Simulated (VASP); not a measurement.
```yaml
crystal:
  lattice:
    - [0.00000, 1.73813, 1.73813]
    - [1.73813, 0.00000, 1.73813]
    - [1.73813, 1.73813, 0.00000]
  atoms:
    - { symbol: Ni, position: [0.00000, 0.00000, 0.00000] }
```

Method: r2SCAN meta-GGA with spin-orbit coupling, VASP's PBE PAW potentials (set 64) (plane waves; VASP). Settings: 400 eV cut-off, 16×16×16 Γ-centred mesh, Gaussian smearing of 0.050 eV, potentials Ni. Starting moments (MAGMOM): 0 0 0.8.

Task: Estimate the energy per atom (σ→0), band gap (over mesh and band path) with the smallest direct gap where there is one.

Result: 
```yaml
band gap (over mesh and band path): none (metal, semimetal or under 0.01 eV)
energy per atom (σ→0): -11.950 eV/atom
```

Total energies compare only between runs with the same potentials, cut-off and functional.

The compound is Ni in the fcc structure. It was relaxed first.
